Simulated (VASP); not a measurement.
Given:

```yaml
crystal:
  lattice:
    - [-0.04354, 4.71182, 4.71133]
    - [4.66804, 0.00024, 4.66755]
    - [2.33414, 2.33414, 0.00000]
  atoms:
    - { symbol: In, position: [0.99639, 0.00121, 0.00239] }
    - { symbol: In, position: [0.99639, 0.50121, 0.00239] }
    - { symbol: N, position: [0.15727, 0.11424, 0.22849] }
    - { symbol: N, position: [0.15727, 0.61424, 0.22849] }
    - { symbol: N, position: [0.59870, 0.13376, 0.26754] }
    - { symbol: N, position: [0.59870, 0.63376, 0.26754] }
    - { symbol: Al, position: [0.49763, 0.00079, 0.00158] }
    - { symbol: Al, position: [0.49763, 0.50079, 0.00158] }
```

Level of theory: PBEsol GGA, VASP's PBE PAW potentials (set 64) (plane waves; VASP). Numerical set-up: 520 eV cut-off, 5×5×9 Γ-centred mesh, tetrahedra with Blöchl corrections, potentials In_d N Al.

Unless said otherwise, spin-orbit coupling is left out, though it shifts the bands of the heavy elements here.

Question: What does the run give for the energy per atom (σ→0), band gap (on the k-mesh) with the smallest direct gap where there is one?

Answer: 
| Quantity | Value |
|---|---|
| band gap (on the k-mesh) | 0.81 eV |
| smallest direct gap (on the k-mesh) | 0.81 eV |
| energy per atom (σ→0) | -6.687 eV/atom |

Only differences to runs with the same potentials and settings are physical.

The structure was generated: Al2In2N4 was put into an ordered model structure (R3m), which need not be its known phase. It was relaxed first.
